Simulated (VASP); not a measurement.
All values below come from SCAN meta-GGA, VASP's PBE PAW potentials (set 64) (plane waves; VASP).

VASP ran on this input.

**INCAR**
```
SYSTEM=Na
PREC=Accurate; ENCUT=520; LREAL=.FALSE.
LASPH=.TRUE.
EDIFF=1E-7; NELM=100; ALGO=Normal
LMIXTAU=.TRUE.
ISMEAR=-5
METAGGA=SCAN
ISIF=2
LWAVE=.FALSE.; LCHARG=.FALSE.; LORBIT=11
NEDOS=601
```

**KPOINTS**
```
Automatic mesh
0
Gamma
14 14 14
0 0 0
```

**POSCAR**
```
Na
1
   -2.1153182619     2.1153182619     2.1153182619
    2.1153182619    -2.1153182619     2.1153182619
    2.1153182619     2.1153182619    -2.1153182619
Na
1
Direct
  0.0000000000   0.0000000000   0.0000000000
```

**KPOINTS_OPT**
```
k-points along high-symmetry lines
10
Line-mode
Reciprocal
  0.000000   0.000000   0.000000 ! GAMMA
  0.500000  -0.500000   0.500000 ! H

  0.500000  -0.500000   0.500000 ! H
  0.000000  -0.000000   0.500000 ! N

  0.000000  -0.000000   0.500000 ! N
  0.000000   0.000000   0.000000 ! GAMMA

  0.000000   0.000000   0.000000 ! GAMMA
  0.250000   0.250000   0.250000 ! P

  0.250000   0.250000   0.250000 ! P
  0.500000  -0.500000   0.500000 ! H

  0.250000   0.250000   0.250000 ! P
  0.000000  -0.000000   0.500000 ! N
```

POTCAR, in this order: Na_pv (PBE.64 set). Program: vasp_std.

Question: Predict the energy per atom (σ→0), band gap (over mesh and band path).

Answer: 
| Item | Value |
|---|---|
| energy per atom (σ→0) | -4.208 eV/atom |
| band gap (over mesh and band path) | none (metal, semimetal or under 0.01 eV) |

File OSZICAR:
```
...
DAV:  35    -0.420756351168E+01    0.87850E-05   -0.24297E-07  1484   0.559E-03    0.306E-04
DAV:  36    -0.420755762486E+01    0.58868E-05   -0.40153E-07  1456   0.833E-03    0.975E-05
DAV:  37    -0.420755422179E+01    0.34031E-05   -0.75408E-08  1498   0.309E-03    0.286E-05
DAV:  38    -0.420755495357E+01   -0.73177E-06   -0.12342E-08  1470   0.166E-03    0.210E-05
DAV:  39    -0.420755523811E+01   -0.28455E-06   -0.64873E-09   812   0.118E-03    0.481E-06
DAV:  40    -0.420755515331E+01    0.84801E-07   -0.77075E-10   735   0.589E-04
   1 F= -.42075552E+01 E0= -.42075552E+01  d E =0.000000E+00
       N       E                     dE             ncg
```

The compound is Na in the bcc structure. It was relaxed first.
